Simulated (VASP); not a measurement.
Input:

```yaml
crystal:
  lattice:
    - [0.00000, 2.96969, 2.96969]
    - [2.96969, 0.00000, 2.96969]
    - [2.96969, 2.96969, 0.00000]
  atoms:
    - { symbol: Al, position: [0.25000, 0.25000, 0.25000] }
    - { symbol: Al, position: [0.75000, 0.75000, 0.75000] }
    - { symbol: Au, position: [0.00000, 0.00000, 0.00000] }
```

Method: MS2 meta-GGA, VASP's PBE PAW potentials (set 64) (plane waves; VASP 6.6.1). Settings: 520 eV cut-off, 9×9×9 Γ-centred mesh, first-order Methfessel-Paxton smearing of 0.10 eV, potentials Al Au.

### Question
Give the stress tensor in GPa (positive for a compressed cell).

### Answer

```
3.84  0.00  0.00
0.00  3.84  0.00
0.00  0.00  3.84
```
The pressure is its mean diagonal, 3.84 GPa.

The compound is AuAl2 in the fluorite structure. This cell is one point of a volume scan, at 0.97 of the reference volume. The electron count is odd and the run is not spin-polarised, which forces a metal.
